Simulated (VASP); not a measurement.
**MgTe: band gap against strain**

MgTe (wurtzite, P6_3mc, 33.419 Å³/atom and stress up to 0.02 GPa in the relaxed cell, c along z) under an equal strain ε along x and y, with z held. PBEsol in VASP (plane waves, PAW), 480 eV, 12×12×4 Γ-centred mesh, Gaussian smearing 0.05 eV; ions are relaxed, or left where forces stay under 0.02 eV/Å, within the symmetry of each cell. Gaps are the smallest on the run's k-mesh, which can miss an edge that lies off it, without spin-orbit coupling; in all rows the valence edge lies at Γ and the conduction edge at Γ.

Here s stands for strain and Eg for gap.

```
strain (%)  gap (eV)
----------  --------
0.00           2.387
0.50           2.324
1.00           2.263
1.50           2.204
3.00               ?
```

Task: Using a straight line, estimate the missing Eg at s = 3.00 from the other rows, showing the fit.

Result: Means: s 0.75000, Eg 2.2945. About the means, the sum of products is -0.15250 and the sum of squares of s is 1.2500; the slope is their ratio. Least squares gives Eg = 2.3860 - 0.12200·s. Residuals (row less fit): 0.0010, -0.0010, -0.0010, 0.0010; standard error 0.0014 (degrees of freedom: 2). Over these rows the gap moves by -12.2 ± 0.1 eV per unit strain. At the withheld row, Eg = 2.3860 - 0.12200 × 3.0 = 2.0200 eV. The calculation gives 2.032 eV, 0.0120 eV above the prediction (3.4 % of the range of Eg in the table). The row lies outside the fitted rows, so this is an extrapolation. From the scatter of the fitted rows alone, a prediction at this place has a standard error of 0.0033 eV, so the miss is 3.6 times that.

A polynomial of degree 2 through the 6 other runs of the series gives 2.032 there, so most of the miss is curvature that the fit leaves out. Spin-orbit coupling is left out, which can shift this property for MgTe. Rows are the converged runs of the series near zero and its far end, less any whose ions stayed unrelaxed beside relaxed ones; series whose fitted rows scatter by over a few per cent of the range, as at a crossing or softening among them, aren't shown in this form. Most that stay on the fit to the last digits aren't either.
